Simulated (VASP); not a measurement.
Computed with PBE GGA, VASP's PBE PAW potentials (set 64) (plane waves; VASP).

Input for VASP

INCAR:
```
! general
SYSTEM = C
PREC   = Accurate
ENCUT  = 520
LREAL  = .FALSE.
LASPH  = .TRUE.

! electronic loop
EDIFF  = 1E-7
NELM   = 100
ALGO   = Normal

! smearing
ISMEAR = 0
SIGMA  = 0.05

! functional
GGA    = PE

! ions
IBRION = 2
NSW    = 30
ISIF   = 4
EDIFFG = -0.01

! output
LWAVE  = .FALSE.
LCHARG = .FALSE.
```

File POSCAR:
```
C
1.0
  1.2578662461  -2.1786877404   0.0000000000
  1.2578662461   2.1786877404   0.0000000000
  0.0000000000   0.0000000000   8.0826139521
C
4
Cartesian
  1.2578662461  -2.1786877404   2.0206534880
  1.2578662461   2.1786877404   6.0619604641
  1.2578662461   0.7262306993   2.0206534880
  1.2578662461  -0.7262306993   6.0619604641
```

KPOINTS:
```
K-points
0
G
 10 10 3
0 0 0
```

POTCAR, in this order: C (PBE.64 set). Program: vasp_std.

The run wrote:

File OSZICAR:
```
       N       E                     dE             d eps       ncg     rms          rms(c)
DAV:   1     0.583826254575E+02    0.58383E+02   -0.80199E+03   672   0.120E+03
DAV:   2    -0.340720015755E+02   -0.92455E+02   -0.84000E+02   952   0.230E+02
DAV:   3    -0.387854605182E+02   -0.47135E+01   -0.46646E+01   836   0.541E+01
DAV:   4    -0.388578923487E+02   -0.72432E-01   -0.72347E-01   852   0.772E+00
DAV:   5    -0.388597091000E+02   -0.18168E-02   -0.18158E-02   840   0.121E+00    0.825E+00
DAV:   6    -0.373286622946E+02    0.15310E+01   -0.14741E+00   764   0.828E+00    0.484E+00
DAV:   7    -0.368068018207E+02    0.52186E+00   -0.18168E+00   776   0.916E+00    0.125E+00
DAV:   8    -0.368159687414E+02   -0.91669E-02   -0.50952E-02   756   0.162E+00    0.110E-01
DAV:   9    -0.368159754326E+02   -0.66911E-05   -0.12032E-03   852   0.277E-01    0.686E-02
DAV:  10    -0.368163390292E+02   -0.36360E-03   -0.49370E-04   776   0.186E-01    0.310E-02
DAV:  11    -0.368163382978E+02    0.73142E-06   -0.71793E-06   900   0.220E-02    0.343E-03
DAV:  12    -0.368163400666E+02   -0.17688E-05   -0.12665E-06   816   0.112E-02    0.301E-03
DAV:  13    -0.368163399220E+02    0.14456E-06   -0.13617E-07   772   0.323E-03    0.418E-04
DAV:  14    -0.368163398900E+02    0.31997E-07   -0.12442E-08   592   0.100E-03
   1 F= -.36816340E+02 E0= -.36816340E+02  d E =-.368163E+02
       N       E                     dE             d eps       ncg     rms          rms(c)
DAV:   1    -0.372537699592E+02   -0.43743E+00   -0.13736E+01   672   0.312E+01    0.216E+00
DAV:   2    -0.370335695757E+02    0.22020E+00   -0.28741E-01   732   0.423E+00    0.129E+00
DAV:   3    -0.369158960924E+02    0.11767E+00   -0.37809E-01   784   0.416E+00    0.409E-01
DAV:   4    -0.369156149373E+02    0.28116E-03   -0.10228E-02   760   0.742E-01    0.301E-01
DAV:   5    -0.369157425296E+02   -0.12759E-03   -0.38174E-03   732   0.566E-01    0.718E-02
DAV:   6    -0.369156721363E+02    0.70393E-04   -0.17369E-04   832   0.109E-01    0.277E-02
DAV:   7    -0.369157239305E+02   -0.51794E-04   -0.90445E-05   736   0.750E-02    0.200E-02
DAV:   8    -0.369157197469E+02    0.41836E-05   -0.26894E-05   828   0.388E-02    0.481E-03
DAV:   9    -0.369157192714E+02    0.47547E-06   -0.22455E-06   828   0.110E-02    0.960E-04
DAV:  10    -0.369157193080E+02   -0.36556E-07   -0.36122E-08   568   0.180E-03
   2 F= -.36915719E+02 E0= -.36915719E+02  d E =-.993794E-01
       N       E                     dE             d eps       ncg     rms          rms(c)
DAV:   1    -0.369166663474E+02   -0.94708E-03   -0.29450E-02   672   0.146E+00    0.102E-01
DAV:   2    -0.369161908993E+02    0.47545E-03   -0.57027E-04   736   0.189E-01    0.599E-02
DAV:   3    -0.369159499676E+02    0.24093E-03   -0.71843E-04   772   0.183E-01    0.175E-02
DAV:   4    -0.369159505440E+02   -0.57644E-06   -0.25184E-05   748   0.394E-02    0.636E-03
DAV:   5    -0.369159491663E+02    0.13777E-05   -0.31163E-06   816   0.142E-02    0.148E-03
DAV:   6    -0.369159492268E+02   -0.60517E-07   -0.26164E-07   788   0.389E-03
   3 F= -.36915949E+02 E0= -.36915949E+02  d E =-.996093E-01
```

OUTCAR:
```
------------------------ aborting loop because EDIFF is reached ----------------------------------------
  FORCE on cell =-STRESS in cart. coord.  units (eV):
  Direction    XX          YY          ZZ          XY          YZ          ZX
  --------------------------------------------------------------------------------------
  Total       -0.0072345     -0.0072345      0.0015125      0.0000000      0.0000000      0.0000000
  in kB       -0.2616423     -0.2616421      0.0547019      0.0000000      0.0000000      0.0000000
  external PRESSURE =      -0.1561942 kB  Pullay stress =       0.0000000 kB
  volume of cell :       44.30
      direct lattice vectors                 reciprocal lattice vectors
     1.233839038 -2.137071463 -0.000000000     0.405239245 -0.233965035 -0.000000000
     1.233839038  2.137071463  0.000000000     0.405239245  0.233965035 -0.000000000
     0.000000000 -0.000000000  8.400472937     0.000000000 -0.000000000  0.119040917
 POSITION                                       TOTAL-FORCE (eV/Angst)
 -----------------------------------------------------------------------------------
      0.00000     -0.00000      2.10012         0.000000     -0.000000      0.000000
      0.00000     -0.00000      6.30035        -0.000000     -0.000000     -0.000000
      1.23384      0.71236      2.10012         0.000000     -0.000000      0.000000
      1.23384     -0.71236      6.30035        -0.000000      0.000000     -0.000000
 -----------------------------------------------------------------------------------
    total drift:                                0.000000     -0.000000      0.000000
  FREE ENERGIE OF THE ION-ELECTRON SYSTEM (eV)
  ---------------------------------------------------
  free  energy   TOTEN  =       -36.9159492268 eV

  energy  without entropy=      -36.9159492268  energy(sigma->0) =      -36.91594923

 reached required accuracy - stopping structural energy minimisation
```
(Selected blocks of OUTCAR.)

**CONTCAR**
```
C
   1.00000000000000
     1.2338390379303872   -2.1370714633592094   -0.0000000000000000
     1.2338390379303872    2.1370714633592094    0.0000000000000000
     0.0000000000000000   -0.0000000000000000    8.4004729368517381
  C
     4
Direct
     0.0000000000000000    0.0000000000000000    0.2500000000000000
     0.0000000000000000    0.0000000000000000    0.7500000000000000
     0.3333330000000032    0.6666669999999968    0.2500000000000000
     0.6666669999999968    0.3333330000000032    0.7500000000000000
```

Without a dispersion term in the relaxation, distances and binding between the weakly bound layers, chains or molecules are unreliable, and so is what depends on them.

The compound is C in the graphite structure. This cell is one point of a volume scan, at 1.06 of the reference volume. Symmetry was kept, so distortions that lower it aren't found.
